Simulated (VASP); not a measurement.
Energy against volume of Te (trig). Level of theory: PBE GGA with D4 dispersion, VASP's PBE PAW potentials (set 64) (plane waves; VASP 6.6.1). Numerical set-up: 520 eV cut-off, 6×6×4 Γ-centred mesh, Gaussian smearing of 0.050 eV, potentials Te.

Shape and ions are relaxed at each volume.

```tsv
V (Å³/atom)	E (eV/atom)
31.208	-3.61953
32.173	-3.62224
33.138	-3.61909
34.103	-3.61137
```

Q: Fit these four points and predict the energy of the run at 30.243 Å³/atom.

A: A cubic in V^(−2/3), the third-order Birch-Murnaghan form, passes through the four points with V0 = 32.10 Å³/atom and B0 = 33 GPa, and gives -3.6094 eV/atom there. The run gave -3.6091 eV/atom, +0.2 meV/atom from the fit; all five points give B0 = 33 GPa.

The compound is Te in the trig structure. It was relaxed first, which changed the volume by -6 %.
